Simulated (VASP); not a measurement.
Data:

```
SrVO3
1.0
    3.88213     0.00000     0.00000
    0.00000     3.88213     0.00000
    0.00000     0.00000     3.88213
Sr V O
1 1 3
Direct
  0.00000   0.00000   0.00000
  0.50000   0.50000   0.50000
  0.50000   0.00000   0.50000
  0.00000   0.50000   0.50000
  0.50000   0.50000   0.00000
```

All values below come from PBE GGA + U (Dudarev), VASP's PBE PAW potentials (set 64) (plane waves; VASP). Numerical set-up: 520 eV cut-off, 9×9×9 Γ-centred mesh, tetrahedra with Blöchl corrections, potentials Sr_sv V_sv O, U − J: V 3.25 eV.

Problem. What does the run give for the energy per atom (σ→0), band gap (on the k-mesh) with the smallest direct gap where there is one?

Solution. 
The band gap (on the k-mesh) is none (metal, semimetal or under 0.01 eV). The energy per atom (σ→0) is -7.185 eV/atom.

The compound is SrVO3 in the cubic perovskite structure. It was relaxed first. The run is not spin-polarised, so no magnetic state was tried. The electron count is odd and the run is not spin-polarised, which forces a metal. A gapless solution with U can be a metastable orbital state.
